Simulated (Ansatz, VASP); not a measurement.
**NiO in two plane-wave programs**

Aim: how closely do two programs agree when they are given the same cell, functional and k mesh? The cell is taken from a series of VASP runs on this material, whose earlier steps may have relaxed, scaled or displaced it; both programs get it as it stands.

Program: Ansatz 0.2.0. Level of theory: plane waves, with VASP 6.6.1 beside it; zone-centre phonons at PBE, DFT+U and relaxation of cell and atoms at PBEsol with D3(BJ), DFT+U. Results are calculated unless marked as measured.

**1. The starting structure**

The structure is cubic, space group Fm-3m (No. 225). Conventional cell: a = 4.197 Å, b = 4.197 Å, c = 4.197 Å, α = 90.00°, β = 90.00°, γ = 90.00°. Ni has 6 O at 2.10 Å nearest. Nearest to O lie 6 Ni at 2.10 Å. Farther neighbours and most contacts between anions are not listed.

Structure file:

```xyz
2
Lattice="0.0000 2.0987 2.0987 2.0987 0.0000 2.0987 2.0987 2.0987 0.0000" Properties=species:S:1:pos:R:3 pbc="T T T"
Ni    0.0000    0.0000    0.0000
O     2.0987    2.0987    2.0987
```

**2. VASP: zone-centre phonons, PBE, DFT+U**

Second derivatives magnify differences that forces hide, and they need a tight electronic threshold.

Lines of VASP's logs that name or quote its potential files are left out, and so is its time.

Contents of INCAR:

```
SYSTEM = NiO
PREC = Accurate
ENCUT = 520
EDIFF = 1E-08
NELM = 100
ISMEAR = 0
SIGMA = 0.03
LREAL = .FALSE.
ALGO = Normal
GGA = PE
NBANDS = 16
ISPIN = 2
MAGMOM = 1 0
LDAU = .TRUE.
LDAUTYPE = 2
LDAUL = 2 -1
LDAUU = 6.2 0
LDAUJ = 0 0
LDAUPRINT = 1
LASPH = .TRUE.
LMAXMIX = 4
LORBIT = 11
LWAVE = .FALSE.
LCHARG = .FALSE.
KPAR = 4
IBRION = 6
NFREE = 2
POTIM = 0.015
NSW = 1
ISIF = 2
```

Contents of POSCAR:

```
NiO
1.0
    0.0000000000      2.0986917655      2.0986917655
    2.0986917655      0.0000000000      2.0986917655
    2.0986917655      2.0986917655      0.0000000000
Ni O
1 1
Direct
    0.0000000000      0.0000000000      0.0000000000
    0.5000000000      0.5000000000      0.5000000000
```

Contents of KPOINTS:

```
Automatic mesh
0
Gamma
12 12 12
0 0 0
```

The projector-augmented-wave data sets are Ni and O (PBE family, release 64).

The run is started by

```console
mpirun -np 4 vasp_std
```

Numbers of over 12 decimals in the logs are rounded to 6 here.

The log of the run:

```text
[banner, memory and clock lines left out]
running    4 mpi-ranks, on    1 nodes
 distrk:  each k-point on    1 cores,    4 groups
 distr:  one band on    1 cores,    1 groups

 POSCAR found type information on POSCAR NiO
 POSCAR found :  2 types and       2 ions
 LDA part: xc-table for (Slater+PW92), standard interpolation
 POSCAR, INCAR and KPOINTS ok, starting setup
 FFT: planning ... GRIDC
 FFT: planning ... GRID_SOFT
 FFT: planning ... GRID
 WAVECAR not read
 entering main loop
       N       E                     dE             d eps       ncg     rms          rms(c)
DAV:   1     0.786185723830E+02    0.78619E+02   -0.73865E+03  4784   0.124E+03
DAV:   2    -0.485471698841E+01   -0.83473E+02   -0.73664E+02  5176   0.248E+02
DAV:   3    -0.909914791789E+01   -0.42444E+01   -0.41599E+01  5352   0.601E+01
DAV:   4    -0.913144683262E+01   -0.32299E-01   -0.32292E-01  5760   0.517E+00
DAV:   5    -0.913196734655E+01   -0.52051E-03   -0.52051E-03  5352   0.657E-01    0.168E+01
DAV:   6    -0.960025580072E+01   -0.46829E+00   -0.15043E+01  5568   0.771E+01    0.191E+01
DAV:   7    -0.984569631599E+01   -0.24544E+00   -0.11485E+00  5008   0.247E+01    0.948E+00
DAV:   8    -0.100474594549E+02   -0.20176E+00   -0.18569E-01  5752   0.443E+00    0.568E+00
DAV:   9    -0.101595429340E+02   -0.11208E+00   -0.62891E-02  5608   0.768E+00    0.475E-01
DAV:  10    -0.101650137701E+02   -0.54708E-02   -0.26873E-02  6456   0.240E+00    0.418E-01
DAV:  11    -0.101652526877E+02   -0.23892E-03   -0.32062E-03  5760   0.996E-01    0.135E-01
DAV:  12    -0.101655786746E+02   -0.32599E-03   -0.19147E-04  5032   0.411E-01    0.475E-02
DAV:  13    -0.101656311552E+02   -0.52481E-04   -0.73783E-05  6680   0.147E-01    0.187E-02
DAV:  14    -0.101656373617E+02   -0.62065E-05   -0.23173E-05  6288   0.547E-02    0.707E-03
DAV:  15    -0.101656374877E+02   -0.12604E-06   -0.14845E-06  5560   0.158E-02    0.408E-03
DAV:  16    -0.101656374013E+02    0.86381E-07   -0.20584E-07  5448   0.584E-03    0.167E-03
DAV:  17    -0.101656373679E+02    0.33448E-07   -0.47525E-08  5368   0.423E-03    0.106E-03
DAV:  18    -0.101656374055E+02   -0.37614E-07   -0.20419E-08  4376   0.163E-03    0.117E-04
DAV:  19    -0.101656374105E+02   -0.50009E-08   -0.46241E-10  2720   0.256E-04
   1 F= -.10165637E+02 E0= -.10165637E+02  d E =-.212857E-34  mag=     2.0000
[...]
2 F= -.10164976E+02 E0= -.10164976E+02  d E =-.386949E-34  mag=     2.0000
[...]
3 F= -.10164976E+02 E0= -.10164976E+02  d E =-.386418E-34  mag=     2.0000
[...]
4 F= -.10164976E+02 E0= -.10164976E+02  d E =-.387898E-34  mag=     2.0000
 Finite differences progress:
  Degree of freedom:   2/  2
  Displacement:        1/  2
  Total:               3/  4
 bond charge predicted
       N       E                     dE             d eps       ncg     rms          rms(c)
DAV:   1    -0.101625182350E+02    0.24577E-02   -0.35037E+00 10432   0.132E+01    0.272E-01
DAV:   2    -0.101652796775E+02   -0.27614E-02   -0.34789E-02 11984   0.163E+00    0.149E-01
DAV:   3    -0.101649570913E+02    0.32259E-03   -0.64778E-04 13040   0.300E-01    0.141E-01
DAV:   4    -0.101649739292E+02   -0.16838E-04   -0.18210E-04 12600   0.151E-01    0.318E-02
DAV:   5    -0.101649766304E+02   -0.27012E-05   -0.19446E-05 12040   0.408E-02    0.175E-02
DAV:   6    -0.101649760330E+02    0.59745E-06   -0.13452E-06 14360   0.272E-02    0.930E-03
DAV:   7    -0.101649759486E+02    0.84362E-07   -0.10081E-06 13200   0.146E-02    0.240E-03
DAV:   8    -0.101649759732E+02   -0.24608E-07   -0.31635E-07 12688   0.619E-03    0.961E-04
DAV:   9    -0.101649759533E+02    0.19900E-07   -0.12293E-08  8640   0.128E-03    0.594E-04
DAV:  10    -0.101649759512E+02    0.21353E-08   -0.28933E-09  6032   0.517E-04
   5 F= -.10164976E+02 E0= -.10164976E+02  d E =-.386387E-34  mag=     2.0000
 Finite differences progress:
  Degree of freedom:   2/  2
  Displacement:        2/  2
  Total:               4/  4
```

OUTCAR, selected parts (step 2):

```text
ion  position               nearest neighbor table
   1  0.000  0.000  0.000-   2 2.10   2 2.10   2 2.10   2 2.10   2 2.10   2 2.10
   2  0.500  0.500  0.500-   1 2.10   1 2.10   1 2.10   1 2.10   1 2.10   1 2.10

  LATTYP: Found a face centered cubic cell.
 ALAT       =     4.1973835310

 Subroutine GETGRP returns: Found 48 space group operations
 (whereof 48 operations were pure point group operations)

The static configuration has the point symmetry O_h .

 Found     72 irreducible k-points:

   k-points           NKPTS =     72   k-points in BZ     NKDIM =     72   number of bands    NBANDS=     16

   dimension x,y,z NGX =    24 NGY =   24 NGZ =   24
   dimension x,y,z NGXF=    48 NGYF=   48 NGZF=   48

   ENCUT  =  520.0 eV  38.22 Ry    6.18 a.u.   5.52  5.52  5.52*2*pi/ulx,y,z

   NELECT =      16.0000    total number of electrons

 k-points in reciprocal lattice and weights: Automatic mesh
   0.00000000  0.00000000  0.00000000       0.001
   0.08333333  0.00000000  0.00000000       0.005
   0.16666667  0.00000000  0.00000000       0.005
   0.25000000  0.00000000  0.00000000       0.005
   0.33333333  0.00000000  0.00000000       0.005
   0.41666667  0.00000000  0.00000000       0.005
   0.50000000  0.00000000  0.00000000       0.002
   0.08333333  0.08333333  0.00000000       0.003
   0.16666667  0.08333333  0.00000000       0.014
[...]
-0.33333333  0.50000000  0.16666667       0.007
  -0.25000000  0.50000000  0.25000000       0.003

atom =   1  type =  1  l = 2

 onsite density matrix

spin component  1

  0.9833  0.0000  0.0000 -0.0000 -0.0000
  0.0000  0.9833 -0.0000  0.0000 -0.0000
  0.0000 -0.0000  1.0356  0.0000 -0.0000
 -0.0000  0.0000  0.0000  0.9833  0.0000
 -0.0000 -0.0000 -0.0000  0.0000  1.0356

spin component  2

  0.9819  0.0000 -0.0000 -0.0000  0.0000
  0.0000  0.9819  0.0000  0.0000  0.0000
 -0.0000  0.0000  0.1363 -0.0000 -0.0001
 -0.0000  0.0000 -0.0000  0.9819 -0.0000
[...]
band No.  band energies     occupation
    ...
      5       1.6064      1.00000
      6       1.6076      1.00000
      7       5.2408      1.00000
      8       5.2408      1.00000
      9       5.2412      1.00000
     10       9.2544      0.00000
     11      24.4297      0.00000
     12      24.4297      0.00000
     13      24.4298      0.00000
     14      25.5652      0.00000
    ...

 k-point     2 :       0.0833    0.0000    0.0000
  band No.  band energies     occupation
    ...
      5       1.6245      1.00000
      6       1.6254      1.00000
      7       4.8053      1.00000
      8       5.3537      1.00000
      9       5.3541      1.00000
     10       9.7890      0.00000
     11      22.7222      0.00000
     12      24.4154      0.00000
     13      24.4156      0.00000
     14      27.0429      0.00000
    ...

 k-point     3 :       0.1667    0.0000    0.0000
  band No.  band energies     occupation
    ...
      5       1.6953      1.00000
      6       1.6960      1.00000
      7       4.0512      1.00000
      8       5.6389      1.00000
      9       5.6393      1.00000
     10      10.8998      0.00000
     11      20.7980      0.00000
     12      24.0823      0.00000
     13      24.0829      0.00000
     14      27.3549      0.00000
    ...

 k-point     4 :       0.2500    0.0000    0.0000
  band No.  band energies     occupation
    ...
      5       1.8184      1.00000
      6       1.8189      1.00000
      7       3.5827      1.00000
      8       5.9882      1.00000
      9       5.9885      1.00000
     10      12.0313      0.00000
     11      19.2347      0.00000
     12      23.2316      0.00000
     13      23.2324      0.00000
     14      27.4195      0.00000
    ...

 k-point     5 :       0.3333    0.0000    0.0000
  band No.  band energies     occupation
    ...
      5       1.9564      1.00000
      6       1.9567      1.00000
      7       3.4548      1.00000
      8       6.3057      1.00000
      9       6.3058      1.00000
     10      12.8639      0.00000
     11      18.1873      0.00000
     12      22.3432      0.00000
     13      22.3442      0.00000
     14      27.2789      0.00000
    ...

 k-point     6 :       0.4167    0.0000    0.0000
  band No.  band energies     occupation
    ...
      5       2.0630      1.00000
      6       2.0633      1.00000
      7       3.4739      1.00000
      8       6.5237      1.00000
      9       6.5238      1.00000
     10      13.2448      0.00000
     11      17.7162      0.00000
     12      21.7318      0.00000
     13      21.7332      0.00000
     14      27.2784      0.00000
    ...

 spin component 2
 k-point     1 :       0.0000    0.0000    0.0000
  band No.  band energies     occupation
    ...
      3       2.6002      1.00000
      4       2.6008      1.00000
      5       5.5776      1.00000
      6       5.5819      1.00000
      7       5.5819      1.00000
      8       9.1505      0.00000
      9       9.1526      0.00000
     10       9.6022      0.00000
     11      24.6914      0.00000
     12      24.6921      0.00000
    ...

  Total        0.0121247      0.0005889      0.0005889     -0.0000000      0.0000000     -0.0000000
  in kB        1.0507643      0.0510325      0.0510325     -0.0000000      0.0000000     -0.0000000
  external PRESSURE =       0.3842764 kB  Pullay stress =       0.0000000 kB

  energy-cutoff  :      520.00
  volume of cell :       18.49
      direct lattice vectors                 reciprocal lattice vectors
     0.000000000  2.098691765  2.098691765    -0.238243656  0.238243656  0.238243656
     2.098691765  0.000000000  2.098691765     0.238243656 -0.238243656  0.238243656
     2.098691765  2.098691765  0.000000000     0.238243656  0.238243656 -0.238243656

 POSITION                                       TOTAL-FORCE (eV/Angst)
 -----------------------------------------------------------------------------------
      0.00000      0.00000      0.00000        -0.072402      0.000000      0.000000
      2.08369      2.09869      2.09869         0.072402      0.000000      0.000000
 -----------------------------------------------------------------------------------
    total drift:                                0.000312     -0.000001     -0.000001

  FREE ENERGIE OF THE ION-ELECTRON SYSTEM (eV)
  ---------------------------------------------------
  free  energy   TOTEN  =       -10.1649759512 eV

  energy  without entropy=      -10.1649759512  energy(sigma->0) =      -10.16497595

 Eigenvectors and eigenvalues of the dynamical matrix
 ----------------------------------------------------

   1 f  =    9.686480 THz    60.861947 2PiTHz  323.106185 cm-1    40.060043 meV
             X         Y         Z           dx          dy          dz
      0.000000  0.000000  0.000000    -0.445249   -0.127275    0.000000
      2.098692  2.098692  2.098692     0.852182    0.243598    0.000000

   2 f  =    9.686480 THz    60.861947 2PiTHz  323.106185 cm-1    40.060043 meV
             X         Y         Z           dx          dy          dz
      0.000000  0.000000  0.000000    -0.127275    0.445249   -0.000000
      2.098692  2.098692  2.098692     0.243598   -0.852182   -0.000000

   3 f  =    9.686480 THz    60.861947 2PiTHz  323.106185 cm-1    40.060043 meV
             X         Y         Z           dx          dy          dz
      0.000000  0.000000  0.000000     0.000000    0.000000   -0.463083
      2.098692  2.098692  2.098692     0.000000   -0.000000    0.886315

   4 f/i=    0.002675 THz     0.016806 2PiTHz    0.089223 cm-1     0.011062 meV
             X         Y         Z           dx          dy          dz
      0.000000  0.000000  0.000000     0.164897    0.477705    0.728122
      2.098692  2.098692  2.098692     0.086155    0.249592    0.380430

   5 f/i=    0.002675 THz     0.016806 2PiTHz    0.089223 cm-1     0.011062 meV
             X         Y         Z           dx          dy          dz
      0.000000  0.000000  0.000000     0.407911    0.612364   -0.494138
      2.098692  2.098692  2.098692     0.213126    0.319949   -0.258178

   6 f/i=    0.002675 THz     0.016806 2PiTHz    0.089223 cm-1     0.011062 meV
             X         Y         Z           dx          dy          dz
      0.000000  0.000000  0.000000    -0.769397    0.427039   -0.105927
      2.098692  2.098692  2.098692    -0.401995    0.223120   -0.055345

 ELASTIC MODULI CONTR FROM IONIC RELAXATION (kBar)
 Direction    XX          YY          ZZ          XY          YZ          ZX
 --------------------------------------------------------------------------------
 XX           0.0000      0.0000      0.0000      0.0000      0.0000      0.0000
 YY           0.0000      0.0000      0.0000      0.0000      0.0000      0.0000
 ZZ           0.0000      0.0000      0.0000      0.0000      0.0000      0.0000
 XY           0.0000      0.0000      0.0000      0.0000      0.0000      0.0000
 YZ           0.0000      0.0000      0.0000      0.0000      0.0000      0.0000
 ZX           0.0000      0.0000      0.0000      0.0000      0.0000      0.0000
 --------------------------------------------------------------------------------

 total charge
# of ion       s       p       d       tot
------------------------------------------
    1        0.340   0.415   8.212   8.967
    2        1.547   3.476   0.000   5.024
--------------------------------------------------
tot          1.888   3.891   8.212  13.991

 magnetization (x)
# of ion       s       p       d       tot
------------------------------------------
    1        0.012   0.013   1.800   1.824
    2        0.017   0.152   0.000   0.169
--------------------------------------------------
tot          0.029   0.165   1.800   1.994

[... 5 further parts left out ...]
```

The last energy, forces, stress and levels in OUTCAR belong to the last displaced cell, not to the cell of POSCAR.

(Part 1 of 2 ends here.)

[Lines on the potential files, build, host, timing and source positions are cut from VASP's logs without a mark.]

[Logs are printed without paths, hosts, clocks, repeated set-up lines and the standing remarks that a program may print on its own settings, such as how far it seeks lower states.]

[Hosts, paths, dates, database ids (printed as entryN), source tags and the programs' standing remarks are cut or masked in the printed files.]
